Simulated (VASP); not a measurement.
```xyz
2
Lattice="0.0000 2.2280 2.2280 2.2280 0.0000 2.2280 2.2280 2.2280 0.0000" Properties=species:S:1:pos:R:3 pbc="T T T"
Al     0.0000     0.0000     0.0000
N      1.1140     1.1140     1.1140
```

Calculation: PBE GGA with D3 dispersion (Becke-Johnson damping), VASP's PBE PAW potentials (set 64) (plane waves; VASP 6.6.1). Run with 520 eV cut-off, 10×10×10 Γ-centred mesh, Gaussian smearing of 0.050 eV, potentials Al N.

Task: Give the stress tensor in GPa (positive for a compressed cell).

Result: 
```
-10.49    0.00    0.00
  0.00  -10.49    0.00
  0.00    0.00  -10.49
```
The pressure is its mean diagonal, -10.49 GPa.

The compound is AlN in the zinc blende structure, a metastable form; wurtzite is the usual one. This cell is one point of a volume scan, at 1.06 of the reference volume.
